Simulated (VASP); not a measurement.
# Sr2SO (P4/mmm) in VASP: further runs, part 2 of 2

VASP 6.6.1.

### 3 Single point, LDA (strain -0.050 along x and y, -0.050 along z, atoms carried along)

INCAR reads:

```
  PREC = Accurate
  ENCUT = 520
  EDIFF = 1E-6
  ISMEAR = 0
  SIGMA = 0.05
  LREAL = False
  LASPH = True
  NELM = 100
  ALGO = Normal
  ISIF = 2
  LWAVE = False
  LCHARG = True
  GGA = CA
  LELF = True
  LVHAR = True
  NBANDS = 24
```

KPOINTS reads:

```
regular mesh
0
Gamma
  8 8 6
```

POSCAR reads:

```
Sr2SO
1.0
    3.8410751500      0.0000000000      0.0000000000
    0.0000000000      3.8410751500      0.0000000000
    0.0000000000      0.0000000000      5.4321000000
Sr S O
2 1 1
Direct
    0.0000000000      0.0000000000      0.0000000000
    0.5000000000      0.5000000000      0.5000000000
    0.0000000000      0.0000000000      0.5000000000
    0.5000000000      0.5000000000      0.0000000000
```

Potentials or basis: VASP PAW LDA potentials, release 64 (Sr_sv, S, O).

Launch:

```
$ cat potpaw_LDA.64/Sr_sv/POTCAR potpaw_LDA.64/S/POTCAR potpaw_LDA.64/O/POTCAR > POTCAR
$ mpirun -np 1 vasp_std > vasp.out
```

OUTCAR:

```text
PREC = Accurate
   ENCUT = 520
   EDIFF = 1E-6
   ISMEAR = 0
   LREAL = False
   LASPH = True
   NELM = 100
   ISIF = 2
   GGA = CA

 ion  position               nearest neighbor table
   1  0.000  0.000  0.000-   3 2.72   3 2.72   4 2.72   4 2.72   4 2.72   4 2.72   2 3.84   2 3.84
                             2 3.84   2 3.84   2 3.84   2 3.84   2 3.84   2 3.84
   2  0.500  0.500  0.500-   4 2.72   4 2.72   3 2.72   3 2.72   3 2.72   3 2.72   1 3.84   1 3.84
                             1 3.84   1 3.84   1 3.84   1 3.84   1 3.84   1 3.84
   3  0.000  0.000  0.500-   1 2.72   1 2.72   2 2.72   2 2.72   2 2.72   2 2.72
   4  0.500  0.500  0.000-   2 2.72   2 2.72   1 2.72   1 2.72   1 2.72   1 2.72

  LATTYP: Found a simple tetragonal cell.
 ALAT       =     3.8410751500
 C/A-ratio  =     1.4142134137

  Lattice vectors:

 A1 = (   3.8410751500,   0.0000000000,   0.0000000000)
 A2 = (   0.0000000000,   3.8410751500,   0.0000000000)
 A3 = (   0.0000000000,   0.0000000000,   5.4321000000)

Analysis of symmetry for initial positions (statically):
=====================================================================
 Subroutine PRICEL returns:
 Original cell was already a primitive cell.

 Routine SETGRP: Setting up the symmetry group for a
 simple tetragonal supercell.

 Subroutine GETGRP returns: Found 16 space group operations
 (whereof 16 operations were pure point group operations)
 out of a pool of 16 trial point group operations.

The static configuration has the point symmetry D_4h.

Analysis of symmetry for dynamics (positions and initial velocities):
=====================================================================
 Subroutine PRICEL returns:
 Original cell was already a primitive cell.

 Routine SETGRP: Setting up the symmetry group for a
 simple tetragonal supercell.

 Subroutine GETGRP returns: Found 16 space group operations
 (whereof 16 operations were pure point group operations)
 out of a pool of 16 trial point group operations.

The dynamic configuration has the point symmetry D_4h.

 Subroutine INISYM returns: Found 16 space group operations
 (whereof 16 operations are pure point group operations),
 and found     1 'primitive' translations

----------------------------------------------------------------------------------------

                                     Primitive cell

  volume of cell :      80.1444

  direct lattice vectors                    reciprocal lattice vectors
     3.841075150  0.000000000  0.000000000     0.260343774  0.000000000  0.000000000
     0.000000000  3.841075150  0.000000000     0.000000000  0.260343774  0.000000000
     0.000000000  0.000000000  5.432100000     0.000000000  0.000000000  0.184090867

  length of vectors
     3.841075150  3.841075150  5.432100000     0.260343774  0.260343774  0.184090867

  position of ions in fractional coordinates (direct lattice)
     0.000000000  0.000000000  0.000000000
     0.500000000  0.500000000  0.500000000
     0.000000000  0.000000000  0.500000000
     0.500000000  0.500000000  0.000000000

  ion indices of the primitive-cell ions
   primitive index   ion index
                 1           1
                 2           2
                 3           3
                 4           4

----------------------------------------------------------------------------------------

[... 29 lines left out ...]
  0.375000  0.000000  0.000000      4.000000
  0.500000  0.000000  0.000000      2.000000
  0.125000  0.125000  0.000000      4.000000
[... 16 lines left out ...]
  0.375000  0.125000  0.166667     16.000000
  0.500000  0.125000  0.166667      8.000000
 [... further k-points ...]
   k-points           NKPTS =     60   k-points in BZ     NKDIM =     60   number of bands    NBANDS=     24
   number of dos      NEDOS =    301   number of ions     NIONS =      4
   total plane-waves  NPLWV =  36000
   dimension x,y,z NGX =    30 NGY =   30 NGZ =   40
   dimension x,y,z NGXF=    60 NGYF=   60 NGZF=   80
   ions per type =               2   1   1
   NGX,Y,Z   is equivalent  to a cutoff of  12.98, 12.98, 12.24 a.u.
   NGXF,Y,Z  is equivalent  to a cutoff of  25.97, 25.97, 24.48 a.u.
 SYSTEM =  unknown system
   PREC   = accura    normal or accurate (medium, high low for compatibility)
   ISTART =      0    job   : 0-new  1-cont  2-samecut
   ICHARG =      2    charge: 1-file 2-atom 10-const
   ISPIN  =      1    spin polarized calculation?
   LNONCOLLINEAR =      F non collinear calculations
   LSORBIT =      F    spin-orbit coupling
   LASPH  =      T    aspherical Exc in radial PAW
   ENCUT  =  520.0 eV  38.22 Ry    6.18 a.u.   7.14  7.14 10.10*2*pi/ulx,y,z
   NELM   =    100;   NELMIN=  2; NELMDL= -5     # of ELM steps
   EDIFF  = 0.1E-05   stopping-criterion for ELM
   LREAL  =      F    real-space projection
   EDIFFG = 0.1E-04   stopping-criterion for IOM
   NSW    =      0    number of steps for IOM
   IBRION =     -1    ionic relax: 0-MD 1-quasi-New 2-CG
   NFREE  =      0    steps in history (QN), initial steepest desc. (CG)
   ISIF   =      2    stress and relaxation
   ISYM   =      2    0-nonsym 1-usesym 2-fastsym
   POTIM  = 0.5000    time-step for ionic-motion
   TEBEG  =    0.0;   TEEND  =   0.0 temperature during run
   PSTRESS=    0.0 pullay stress
   NELECT =      32.0000    total number of electrons
   NUPDOWN=      -1.0000    fix difference up-down
   EMIN   =  10.00;   EMAX   =-10.00  energy-range for DOS
   EFERMI =   0.00;   METHOD = LEGACY
   ISMEAR =     0;   SIGMA  =   0.05  broadening in eV -4-tet -1-fermi 0-gaus
   EFERMI_NEDOS =   21; number of points for ismear=-14 and -15
   IALGO  =     38    algorithm
   IMIX   =      4    mixing-type and parameters
     AMIX     =   0.40;   BMIX     =  1.00
     AMIX_MAG =   1.60;   BMIX_MAG =  1.00
  volume/ion in A,a.u.               =      20.04       135.21
  Fermi-wavevector in a.u.,A,eV,Ry     =   1.205500  2.278064 19.772382  1.453229
  Thomas-Fermi vector in A             =   2.341194
   LORBIT       =      0    0 simple, 1 ext, 2 COOP (PROOUT), +10 PAW based schemes
   GGA     = CA    functional components
   LHFCALC =     F    Hartree Fock is set to
   AEXX    =    0.0000 exact exchange contribution
   IVDW    =     0    specifies the selected vdW correction
   LEPSILON=     F    determine dielectric tensor
   LRPA    =     F    only Hartree local field effects (RPA)
 non-spin polarized calculation
 Gauss-broadening in eV      SIGMA  =   0.05
  energy-cutoff  :      520.00
  volume of cell :       80.14
 maximum number of plane-waves:      2212
 NGX is ok and might be reduce to    30
   NGX = 15   NGY = 15   NGZ = 21

 number of electron      32.0000001 magnetization

 Free energy of the ion-electron system (eV)
  ---------------------------------------------------
  ext. energy  EPLUGINS =         0.00000000
  ---------------------------------------------------
  free energy    TOTEN  =       -23.29840645 eV

  energy without entropy =      -23.29840645  energy(sigma->0) =      -23.29840645

 E-fermi :   2.5463     XC(G=0): -10.2281

 val. band max:        2.2868546986   @ k =   0.0000   0.0000   0.0000
 cond. band min:       4.1942699444   @ k =   0.0000   0.0000   0.0000
 fundamental gap:      1.9074152458
 Fermi energy:         2.5462902345

 k-point     1 :       0.0000    0.0000    0.0000
  band No.  band energies     occupation
      1     -30.3282      2.00000
      2     -30.2093      2.00000
      3     -13.0211      2.00000
      4     -12.5779      2.00000
      5     -12.5779      2.00000
      6     -12.2391      2.00000
[... 637 lines left out ...]
     23      10.2485      0.00000
     24      10.5232      0.00000

 [... further k-points ...]

------------------------ aborting loop because EDIFF is reached ----------------------------------------

  FORCE on cell =-STRESS in cart. coord.  units (eV):
  Direction    XX          YY          ZZ          XY          YZ          ZX
  --------------------------------------------------------------------------------------
  -------------------------------------------------------------------------------------
  Total        3.2182797      3.2182797      3.3746207      0.0000000     -0.0000000      0.0000000
  in kB       64.3370290     64.3370290     67.4624608      0.0000000     -0.0000000      0.0000000
  external PRESSURE =      65.3788396 kB  Pullay stress =       0.0000000 kB

 VOLUME and BASIS-vectors are now :
 -----------------------------------------------------------------------------
  energy-cutoff  :      520.00
  volume of cell :       80.14
      direct lattice vectors                 reciprocal lattice vectors
     3.841075150  0.000000000  0.000000000     0.260343774  0.000000000  0.000000000
     0.000000000  3.841075150  0.000000000     0.000000000  0.260343774  0.000000000
     0.000000000  0.000000000  5.432100000     0.000000000  0.000000000  0.184090867

 POSITION                                       TOTAL-FORCE (eV/Angst)
 -----------------------------------------------------------------------------------
      0.00000      0.00000      0.00000         0.000000      0.000000      0.000000
      1.92054      1.92054      2.71605         0.000000      0.000000      0.000000
      0.00000      0.00000      2.71605         0.000000      0.000000      0.000000
      1.92054      1.92054      0.00000         0.000000      0.000000      0.000000
 -----------------------------------------------------------------------------------
    total drift:                                0.000000      0.000000     -0.000000

  FREE ENERGIE OF THE ION-ELECTRON SYSTEM (eV)
  ---------------------------------------------------
  free  energy   TOTEN  =       -23.2984064497 eV

  energy  without entropy=      -23.2984064497  energy(sigma->0) =      -23.29840645
```

OSZICAR:

```text
N       E                     dE             d eps       ncg     rms          rms(c)
DAV:   1     0.178881020101E+03    0.17888E+03   -0.16155E+04  2880   0.127E+03
DAV:   2    -0.140343170712E+02   -0.19292E+03   -0.18051E+03  3648   0.275E+02
DAV:   3    -0.255095863721E+02   -0.11475E+02   -0.11388E+02  4704   0.593E+01
DAV:   4    -0.259116215717E+02   -0.40204E+00   -0.40161E+00  4088   0.911E+00
DAV:   5    -0.259161225426E+02   -0.45010E-02   -0.45008E-02  4192   0.103E+00    0.325E+01
DAV:   6    -0.236018832800E+02    0.23142E+01   -0.11638E+01  3416   0.160E+01    0.275E+01
DAV:   7    -0.233576432526E+02    0.24424E+00   -0.16848E+00  3456   0.703E+00    0.147E+01
DAV:   8    -0.232983334519E+02    0.59310E-01   -0.29307E-01  3984   0.349E+00    0.640E-01
DAV:   9    -0.232983765678E+02   -0.43116E-04   -0.28408E-02  3752   0.931E-01    0.391E-01
DAV:  10    -0.232983945539E+02   -0.17986E-04   -0.29408E-03  3840   0.319E-01    0.170E-01
DAV:  11    -0.232984067365E+02   -0.12183E-04   -0.67994E-04  3696   0.156E-01    0.773E-02
DAV:  12    -0.232984144883E+02   -0.77517E-05   -0.12652E-04  4384   0.671E-02    0.406E-02
DAV:  13    -0.232984060063E+02    0.84820E-05   -0.27195E-05  3624   0.311E-02    0.138E-02
DAV:  14    -0.232984064497E+02   -0.44348E-06   -0.38632E-06  3392   0.100E-02
   1 F= -.23298406E+02 E0= -.23298406E+02  d E =-.438493E-15
```

stdout:

```text
POSCAR found type information on POSCAR SrS O
 POSCAR found :  3 types and       4 ions
 scaLAPACK will be used
 LDA part: xc-table for (Slater(with rela. corr.)+CA(PZ))
 , standard interpolation
 POSCAR, INCAR and KPOINTS ok, starting setup
 FFT: planning ... GRIDC
 FFT: planning ... GRID_SOFT
 FFT: planning ... GRID
 WAVECAR not read
 entering main loop
```

It took 68 s on 1 thread of Intel Xeon Platinum 8488C (Sapphire Rapids), shared host; peak memory 0.23 GiB.

What came out:

* Free energy: -23.2984 eV
* Pressure: 6.5 GPa
* Band gap on the k mesh: 1.91 eV, direct

A k mesh can miss the band edges.

### 4 Single point, LDA (strain -0.050 along x and y, +0.050 along z, atoms carried along)

INCAR reads:

```
PREC = Accurate
ENCUT = 520
EDIFF = 1E-6
ISMEAR = 0
SIGMA = 0.05
LREAL = False
LASPH = True
NELM = 100
ALGO = Fast
ISIF = 2
LWAVE = False
LCHARG = False
NBANDS = 24
```

KPOINTS is that of step 3.

Edit POSCAR of step 3 so:

```diff
@@ -4,3 +4,3 @@
     0.0000000000      3.8410751500      0.0000000000
-    0.0000000000      0.0000000000      5.4321000000
+    0.0000000000      0.0000000000      6.0039000000
 Sr S O
```

Launch:

```
$ cat potpaw_LDA.64/Sr_sv/POTCAR potpaw_LDA.64/S/POTCAR potpaw_LDA.64/O/POTCAR > POTCAR
$ mpirun -np 1 vasp_std > vasp.out
```

Run time: 2 min. Hardware: 1 thread of Intel Xeon Platinum 8488C (Sapphire Rapids), shared host; peak memory 0.25 GiB.

It converged, with:

```
Free energy            : -23.2280 eV
Pressure               : 0.0 GPa
Band gap on the k mesh : 1.98 eV, direct
```

Stress tensor (GPa, compression positive):
```
 3.35  0.00  0.00
 0.00  3.35  0.00
 0.00  0.00 -6.62
```

Levels at points of the mesh, in eV from the valence-band top:
| k point | band 12 | band 13 | band 14 | band 15 | band 16 | band 17 | band 18 | band 19 | band 20 | band 21 |
| --- | --- | --- | --- | --- | --- | --- | --- | --- | --- | --- |
| (0.00, 0.00, 0.00) | -0.32 | -0.32 | -0.19 | 0.00 | 0.00 | 1.98 | 2.72 | 4.56 | 4.85 | 4.85 |
| (0.50, 0.00, 0.00) | -1.82 | -1.67 | -1.49 | -0.77 | -0.72 | 4.49 | 5.20 | 5.31 | 6.12 | 6.55 |
| (0.50, 0.50, 0.00) | -1.15 | -0.96 | -0.29 | -0.27 | -0.27 | 2.16 | 2.16 | 5.76 | 6.09 | 7.49 |
| (0.00, 0.00, 0.50) | -1.02 | -0.34 | -0.34 | -0.09 | -0.09 | 2.19 | 4.00 | 4.68 | 5.70 | 5.70 |
| (0.50, 0.00, 0.50) | -2.69 | -1.87 | -1.20 | -0.92 | -0.81 | 5.25 | 5.65 | 5.95 | 6.38 | 7.12 |
| (0.50, 0.50, 0.50) | -1.19 | -1.19 | -0.71 | -0.51 | -0.51 | 3.70 | 3.70 | 5.15 | 5.15 | 7.09 |

A k mesh can miss the band edges.

### 5 The runs side by side

| cell | gap on the mesh (eV) | pressure (GPa) |
| --- | --- | --- |
| strain +0.000 along x and y, -0.050 along z, atoms carried along | 1.98 | -1.1 |
| strain -0.050 along x and y, -0.050 along z, atoms carried along | 1.91 | 6.5 |
| strain -0.050 along x and y, +0.050 along z, atoms carried along | 1.98 | 0.0 |

Alike in all rows: task single point; level LDA; potentials or basis VASP PAW LDA potentials, release 64 (Sr_sv, S, O); no spin polarisation; k mesh 8 × 8 × 6; cutoff (eV) 520; smearing gaussian 0.05 eV.

Total energies depend on the potentials used, so only differences within one code and one set of settings carry meaning.
